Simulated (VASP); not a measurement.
Method: PBE GGA with D4 dispersion, VASP's PBE PAW potentials (set 64) (plane waves; VASP).

The input files of a VASP run:

**INCAR**
```
! general
SYSTEM  = PtSe2
PREC    = Accurate
ENCUT   = 520
LREAL   = .False.
LASPH   = .True.

! electronic loop
EDIFF   = 1E-6
NELM    = 100
ALGO    = Normal
LMAXMIX = 6

! smearing
ISMEAR  = 1
SIGMA   = 0.1

! functional
GGA     = PE
IVDW    = 13

! ions
IBRION  = 2
NSW     = 60
ISIF    = 3
EDIFFG  = -0.02

! output
LWAVE   = .False.
LCHARG  = .False.
```

KPOINTS:
```
Regular mesh
0
Gamma
8 8 6
```

File POSCAR:
```
PtSe2
1
    1.8920800989    -3.2771791177    -0.0000000000
    1.8920800989     3.2771791177     0.0000000000
    0.0000000000     0.0000000000     4.8541815861
Pt Se
1 2
Direct
  0.0000000000   0.0000000000   0.0000000000
  0.3333330000   0.6666670000   0.2609063453
  0.6666670000   0.3333330000   0.7390936547
```

POTCAR, in this order: Pt Se (PBE.64 set). Program: vasp_std.

The run wrote:

File OSZICAR:
```
       N       E                     dE             d eps       ncg     rms          rms(c)
DAV:   1     0.114279099368E+03    0.11428E+03   -0.10319E+04  1524   0.129E+03
DAV:   2    -0.100648850375E+02   -0.12434E+03   -0.12195E+03  1955   0.240E+02
DAV:   3    -0.149202874955E+02   -0.48554E+01   -0.48167E+01  1822   0.491E+01
DAV:   4    -0.149601304919E+02   -0.39843E-01   -0.39810E-01  1780   0.482E+00
DAV:   5    -0.149605476114E+02   -0.41712E-03   -0.41711E-03  1864   0.475E-01    0.124E+01
DAV:   6    -0.144402160071E+02    0.52033E+00   -0.51172E+00  1521   0.220E+01    0.774E+00
DAV:   7    -0.142370134888E+02    0.20320E+00   -0.96352E-01  1521   0.104E+01    0.379E+00
DAV:   8    -0.142221686236E+02    0.14845E-01   -0.69532E-02  1591   0.190E+00    0.856E-01
DAV:   9    -0.142184480151E+02    0.37206E-02   -0.11327E-02  1668   0.112E+00    0.187E-01
DAV:  10    -0.142186019400E+02   -0.15392E-03   -0.15764E-03  1703   0.274E-01    0.423E-02
DAV:  11    -0.142186076331E+02   -0.56932E-05   -0.35537E-05  1871   0.502E-02    0.285E-02
DAV:  12    -0.142186098947E+02   -0.22616E-05   -0.90068E-06  1626   0.237E-02    0.529E-03
DAV:  13    -0.142186102023E+02   -0.30751E-06   -0.11712E-06  1380   0.739E-03
   1 F= -.15738093E+02 E0= -.15738110E+02  d E =-.157381E+02
       N       E                     dE             d eps       ncg     rms          rms(c)
DAV:   1    -0.142166049951E+02    0.20049E-02   -0.18209E-01  1500   0.338E+00    0.409E-01
DAV:   2    -0.142135187447E+02    0.30863E-02   -0.18980E-02  1682   0.140E+00    0.208E-01
DAV:   3    -0.142128308270E+02    0.68792E-03   -0.16839E-03  1640   0.415E-01    0.832E-02
DAV:   4    -0.142126729471E+02    0.15788E-03   -0.94783E-04  1661   0.199E-01    0.399E-02
DAV:   5    -0.142126777924E+02   -0.48454E-05   -0.19896E-05  1675   0.377E-02    0.249E-02
DAV:   6    -0.142126804677E+02   -0.26753E-05   -0.80463E-06  1759   0.233E-02    0.358E-03
DAV:   7    -0.142126804182E+02    0.49463E-07   -0.34144E-07   799   0.534E-03
   2 F= -.15740640E+02 E0= -.15740634E+02  d E =-.254674E-02
       N       E                     dE             d eps       ncg     rms          rms(c)
DAV:   1    -0.142089268898E+02    0.37536E-02   -0.20257E-01  1500   0.356E+00    0.431E-01
DAV:   2    -0.142055128848E+02    0.34140E-02   -0.20995E-02  1696   0.148E+00    0.220E-01
DAV:   3    -0.142047459277E+02    0.76696E-03   -0.18677E-03  1640   0.438E-01    0.883E-02
DAV:   4    -0.142045702087E+02    0.17572E-03   -0.10555E-03  1647   0.210E-01    0.419E-02
DAV:   5    -0.142045757034E+02   -0.54947E-05   -0.21991E-05  1668   0.396E-02    0.262E-02
DAV:   6    -0.142045787067E+02   -0.30032E-05   -0.89395E-06  1780   0.245E-02    0.378E-03
DAV:   7    -0.142045786576E+02    0.49056E-07   -0.37882E-07   771   0.563E-03
   3 F= -.15741526E+02 E0= -.15741507E+02  d E =-.343304E-02
       N       E                     dE             d eps       ncg     rms          rms(c)
DAV:   1    -0.142107222148E+02   -0.61435E-02   -0.22496E-01  1500   0.324E+00    0.374E-01
DAV:   2    -0.142100276900E+02    0.69452E-03   -0.19616E-02  1808   0.128E+00    0.263E-01
DAV:   3    -0.142094705918E+02    0.55710E-03   -0.16324E-03  1619   0.421E-01    0.133E-01
DAV:   4    -0.142093510726E+02    0.11952E-03   -0.61157E-04  1591   0.146E-01    0.323E-02
DAV:   5    -0.142093462230E+02    0.48496E-05   -0.28818E-05  1619   0.503E-02    0.222E-02
DAV:   6    -0.142093449101E+02    0.13129E-05   -0.54786E-06  1759   0.196E-02    0.299E-03
DAV:   7    -0.142093448492E+02    0.60840E-07   -0.42635E-07   757   0.548E-03
   4 F= -.15741610E+02 E0= -.15741596E+02  d E =-.842304E-04
       N       E                     dE             d eps       ncg     rms          rms(c)
DAV:   1    -0.142079035053E+02    0.14414E-02   -0.53347E-02  1500   0.158E+00    0.184E-01
DAV:   2    -0.142077395488E+02    0.16396E-03   -0.46284E-03  1808   0.622E-01    0.126E-01
DAV:   3    -0.142076121449E+02    0.12740E-03   -0.38737E-04  1619   0.205E-01    0.626E-02
DAV:   4    -0.142075914080E+02    0.20737E-04   -0.14078E-04  1591   0.702E-02    0.156E-02
DAV:   5    -0.142075911436E+02    0.26440E-06   -0.68561E-06  1619   0.248E-02
   5 F= -.15742132E+02 E0= -.15742115E+02  d E =-.606312E-03
       N       E                     dE             d eps       ncg     rms          rms(c)
DAV:   1    -0.142066872170E+02    0.90419E-03   -0.47093E-02  1521   0.160E+00    0.176E-01
DAV:   2    -0.142060146102E+02    0.67261E-03   -0.38762E-03  1577   0.627E-01    0.967E-02
DAV:   3    -0.142058604066E+02    0.15420E-03   -0.36410E-04  1689   0.203E-01    0.391E-02
DAV:   4    -0.142058205637E+02    0.39843E-04   -0.22328E-04  1605   0.969E-02    0.160E-02
DAV:   5    -0.142058207210E+02   -0.15724E-06   -0.14506E-05  1598   0.300E-02    0.907E-03
DAV:   6    -0.142058207001E+02    0.20835E-07   -0.17067E-06  1101   0.137E-02
   6 F= -.15742542E+02 E0= -.15742524E+02  d E =-.409774E-03
       N       E                     dE             d eps       ncg     rms          rms(c)
DAV:   1    -0.142075020588E+02   -0.16813E-02   -0.42700E-01  1521   0.480E+00    0.530E-01
DAV:   2    -0.142014426084E+02    0.60595E-02   -0.35255E-02  1584   0.188E+00    0.289E-01
DAV:   3    -0.142000394828E+02    0.14031E-02   -0.33199E-03  1689   0.612E-01    0.117E-01
DAV:   4    -0.141996774143E+02    0.36207E-03   -0.20129E-03  1605   0.291E-01    0.480E-02
DAV:   5    -0.141996781019E+02   -0.68753E-06   -0.13132E-04  1598   0.911E-02    0.275E-02
DAV:   6    -0.141996779665E+02    0.13539E-06   -0.16005E-05  1864   0.411E-02    0.104E-02
DAV:   7    -0.141996784995E+02   -0.53305E-06   -0.19286E-06  1149   0.121E-02
   7 F= -.15743028E+02 E0= -.15743016E+02  d E =-.895758E-03
```

**OUTCAR**
```
------------------------ aborting loop because EDIFF is reached ----------------------------------------
  Edisp (eV):   -1.54335
  FORCE on cell =-STRESS in cart. coord.  units (eV):
  Direction    XX          YY          ZZ          XY          YZ          ZX
  --------------------------------------------------------------------------------------
  Total      -0.02114    -0.02114     0.02112     0.00000     0.00000     0.00000
  in kB      -0.57120    -0.57120     0.57086     0.00000     0.00000     0.00000
  external pressure =       -0.19 kB  Pullay stress =        0.00 kB
  volume of cell :       59.29
      direct lattice vectors                 reciprocal lattice vectors
     1.888065430 -3.270225505  0.000000000     0.264821331 -0.152894655  0.000000000
     1.888065430  3.270225505 -0.000000000     0.264821331  0.152894655  0.000000000
    -0.000000000 -0.000000000  4.801195705     0.000000000  0.000000000  0.208281449
 POSITION                                       TOTAL-FORCE (eV/Angst)
 -----------------------------------------------------------------------------------
      0.00000      0.00000     -0.00000        -0.000000     -0.000000      0.000000
      1.88807      1.09008      1.27768        -0.000000     -0.000000      0.015227
      1.88807     -1.09008      3.52352         0.000000      0.000000     -0.015227
 -----------------------------------------------------------------------------------
    total drift:                                0.000000     -0.000000      0.000000
  FREE ENERGIE OF THE ION-ELECTRON SYSTEM (eV)
  ---------------------------------------------------
  free  energy   TOTEN  =       -15.7430279533 eV

  energy  without entropy=      -15.7429915448  energy(sigma->0) =      -15.74301582

 reached required accuracy - stopping structural energy minimisation
```
(Selected blocks of OUTCAR.)

CONTCAR:
```
PtSe2
   1.00000000000000
     1.8880654295387507   -3.2702255047343445    0.0000000000000000
     1.8880654295387507    3.2702255047343445   -0.0000000000000000
    -0.0000000000000000   -0.0000000000000000    4.8011957051423275
  Pt              Se
     1     2
Direct
     0.0000000000000000    0.0000000000000000    0.0000000000000000
     0.3333330000000032    0.6666669999999968    0.2661163640277222
     0.6666669999999968    0.3333330000000032    0.7338836359722778
```

The compound is PtSe2 in the 1T layered structure. This run relaxes it. Symmetry was kept, so distortions that lower it aren't found. The start is the result of an earlier pass.
